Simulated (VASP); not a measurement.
Method: optB88-vdW, VASP's PBE PAW potentials (set 64) (plane waves; VASP).

A VASP calculation is set up with these files.

File KPOINTS:
```
Regular mesh
0
G
  4 4 4
0 0 0
```

### POSCAR
```
CsPbBr3
1
    5.8085810737     0.0000000000     0.0000000000
    0.0000000000     5.8085810737     0.0000000000
    0.0000000000     0.0000000000     5.8085810737
Cs Pb Br
1 1 3
Direct
  0.0000000000   0.0000000000   0.0000000000
  0.5000000000   0.5000000000   0.5000000000
  0.5000000000   0.0000000000   0.5000000000
  0.0000000000   0.5000000000   0.5000000000
  0.5000000000   0.5000000000   0.0000000000
```

INCAR:
```
! general
SYSTEM  =CsPbBr3
PREC    =Accurate
ENCUT   =520   ! plane-wave cut-off (eV)
LREAL   =.False.
LASPH   =.True.   ! aspherical one-centre terms

! electronic loop
EDIFF   =1E-7
NELM    =100   ! most electronic steps
ALGO    =Normal   ! blocked Davidson
LMAXMIX =4

! smearing
ISMEAR  =0   ! Gaussian
SIGMA   =0.05

! functional
GGA     =BO
LUSE_VDW=.True.
AGGAC   =0.0
PARAM1  =0.1833333333
PARAM2  =0.22

! ions
ISIF    =2   ! forces and stress, cell fixed

! output
LWAVE   =.False.
LCHARG  =.False.
```

POTCAR, in this order: Cs_sv Pb_d Br (PBE.64 set). Program: vasp_std.

Output

**OUTCAR**
```
 ion  position               nearest neighbor table
   1  0.000  0.000  0.000-
   2  0.500  0.500  0.500-   3 2.90   4 2.90   5 2.90   5 2.90   3 2.90   4 2.90
   3  0.500  0.000  0.500-   2 2.90   2 2.90
   4  0.000  0.500  0.500-   2 2.90   2 2.90
   5  0.500  0.500  0.000-   2 2.90   2 2.90
  LATTYP: Found a simple cubic cell.
 ALAT       =     5.8085810737
 Subroutine PRICEL returns:
 Original cell was already a primitive cell.
 Subroutine GETGRP returns: Found 48 space group operations
The static configuration has the point symmetry O_h .
The dynamic configuration has the point symmetry O_h .
 Subroutine INISYM returns: Found 48 space group operations
 Subroutine IBZKPT returns following result:
 Found     10 irreducible k-points:

 Following reciprocal coordinates:
            Coordinates               Weight
  0.000000  0.000000  0.000000      1.000000
  0.250000  0.000000  0.000000      6.000000
  0.500000  0.000000  0.000000      3.000000
  0.250000  0.250000  0.000000     12.000000
  0.500000  0.250000  0.000000     12.000000
  0.500000  0.500000  0.000000      3.000000
  0.250000  0.250000  0.250000      8.000000
  0.500000  0.250000  0.250000     12.000000
  0.500000  0.500000  0.250000      6.000000
  0.500000  0.500000  0.500000      1.000000
   k-points           NKPTS =     10   k-points in BZ     NKDIM =     10   number of bands    NBANDS=     26
   number of dos      NEDOS =    301   number of ions     NIONS =      5
   total plane-waves  NPLWV = 110592
   dimension x,y,z NGX =    48 NGY =   48 NGZ =   48
   dimension x,y,z NGXF=    96 NGYF=   96 NGZF=   96
   ions per type =               1   1   3
   PREC   = accura    normal or accurate (medium, high low for compatibility)
   ISTART =      0    job   : 0-new  1-cont  2-samecut
   ICHARG =      2    charge: 1-file 2-atom 10-const
   ISPIN  =      1    spin polarized calculation?
   LNONCOLLINEAR =      F non collinear calculations
   LSORBIT =      F    spin-orbit coupling
   INIWAV =      1    electr: 0-lowe 1-rand  2-diag
   ENCUT  =  520.0 eV  38.22 Ry    6.18 a.u.  10.80 10.80 10.80*2*pi/ulx,y,z
   NELM   =    100;   NELMIN=  2; NELMDL= -5     # of ELM steps
   EDIFF  = 0.1E-06   stopping-criterion for ELM
   LREAL  =      F    real-space projection
   NLSPLINE    = F    spline interpolate recip. space projectors
   LMAXMIX     =    4 max onsite mixed and CHGCAR
   VOSKOWN=      0    Vosko Wilk Nusair interpolation
   EDIFFG = 0.1E-05   stopping-criterion for IOM
   NSW    =      0    number of steps for IOM
   NBLOCK =      1;   KBLOCK =      1    inner block; outer block
   IBRION =     -1    ionic relax: 0-MD 1-quasi-New 2-CG
   NFREE  =      0    steps in history (QN), initial steepest desc. (CG)
   ISIF   =      2    stress and relaxation
   ISYM   =      2    0-nonsym 1-usesym 2-fastsym
   TEIN   =    0.0    initial temperature
   TEBEG  =    0.0;   TEEND  =   0.0 temperature during run
   SMASS  =  -3.00    Nose mass-parameter (am)
   PSTRESS=    0.0 pullay stress
   NELECT =      44.0000    total number of electrons
   EFERMI =   0.00;   METHOD = LEGACY
   ISMEAR =     0;   SIGMA  =   0.05  broadening in eV -4-tet -1-fermi 0-gaus
   IALGO  =     38    algorithm
   LDIAG  =      T    sub-space diagonalisation (order eigenvalues)
   IMIX   =      4    mixing-type and parameters
     AMIX     =   0.40;   BMIX     =  1.00
     AMIX_MAG =   1.60;   BMIX_MAG =  1.00
     AMIN     =   0.10
   GGA     = BO    functional components
   VOSKOWN =     0    Vosko Wilk Nusair interpolation
   LHFCALC =     F    Hartree Fock is set to
   LHFONE  =     F    Hartree Fock one center treatment
   AEXX    =    0.0000 exact exchange contribution
   LUSE_VDW   =     T    switch on vdW DFT
...
```

File OSZICAR:
```
       N       E                     dE             d eps       ncg     rms          rms(c)
DAV:   1     0.429328472550E+03    0.42933E+03   -0.18974E+04   520   0.152E+03
DAV:   2     0.459603276908E+02   -0.38337E+03   -0.37609E+03   652   0.342E+02
DAV:   3    -0.327326760201E+01   -0.49234E+02   -0.48365E+02   628   0.131E+02
DAV:   4    -0.522216609749E+01   -0.19489E+01   -0.19451E+01   662   0.329E+01
DAV:   5    -0.527728826558E+01   -0.55122E-01   -0.55072E-01   686   0.480E+00    0.438E+00
DAV:   6    -0.472083831316E+01    0.55645E+00   -0.10881E+00   780   0.103E+01    0.246E+00
DAV:   7    -0.467387650219E+01    0.46962E-01   -0.52731E-01   768   0.420E+00    0.977E-01
DAV:   8    -0.467965488336E+01   -0.57784E-02   -0.58890E-02   660   0.212E+00    0.193E-01
DAV:   9    -0.467931219654E+01    0.34269E-03   -0.89279E-03   758   0.774E-01    0.930E-02
DAV:  10    -0.467954866721E+01   -0.23647E-03   -0.85570E-04   588   0.192E-01    0.375E-02
DAV:  11    -0.467959405432E+01   -0.45387E-04   -0.10498E-04   760   0.970E-02    0.710E-03
DAV:  12    -0.467959658372E+01   -0.25294E-05   -0.14662E-05   748   0.433E-02    0.447E-03
DAV:  13    -0.467959649182E+01    0.91899E-07   -0.98599E-07   664   0.906E-03
   1 F= -.46795965E+01 E0= -.46795965E+01  d E =-.149809E-11
```

**OUTCAR**
```
------------------------ aborting loop because EDIFF is reached ----------------------------------------
  FORCE on cell =-STRESS in cart. coord.  units (eV):
  Direction    XX          YY          ZZ          XY          YZ          ZX
  --------------------------------------------------------------------------------------
  Total        1.9166091      1.9166091      1.9166091      0.0000000     -0.0000000      0.0000000
  in kB       15.6687356     15.6687356     15.6687356      0.0000000     -0.0000000      0.0000000
  external PRESSURE =      15.6687356 kB  Pullay stress =       0.0000000 kB
  volume of cell :      195.98
      direct lattice vectors                 reciprocal lattice vectors
     5.808581074  0.000000000  0.000000000     0.172159085  0.000000000  0.000000000
     0.000000000  5.808581074  0.000000000     0.000000000  0.172159085  0.000000000
     0.000000000  0.000000000  5.808581074     0.000000000  0.000000000  0.172159085
 POSITION                                       TOTAL-FORCE (eV/Angst)
 -----------------------------------------------------------------------------------
      0.00000      0.00000      0.00000         0.000000      0.000000      0.000000
      2.90429      2.90429      2.90429         0.000000      0.000000      0.000000
      2.90429      0.00000      2.90429         0.000000      0.000000      0.000000
      0.00000      2.90429      2.90429         0.000000      0.000000      0.000000
      2.90429      2.90429      0.00000         0.000000      0.000000      0.000000
 -----------------------------------------------------------------------------------
    total drift:                                0.000000     -0.000000     -0.000000
  FREE ENERGIE OF THE ION-ELECTRON SYSTEM (eV)
  ---------------------------------------------------
  free  energy   TOTEN  =        -4.6795964918 eV

  energy  without entropy=       -4.6795964918  energy(sigma->0) =       -4.67959649
```
(Selected blocks of OUTCAR.)

The compound is CsPbBr3 in the cubic perovskite structure, the ideal cubic form; the compound distorts at low or room temperature. This cell is one point of a volume scan, at 0.94 of the reference volume.
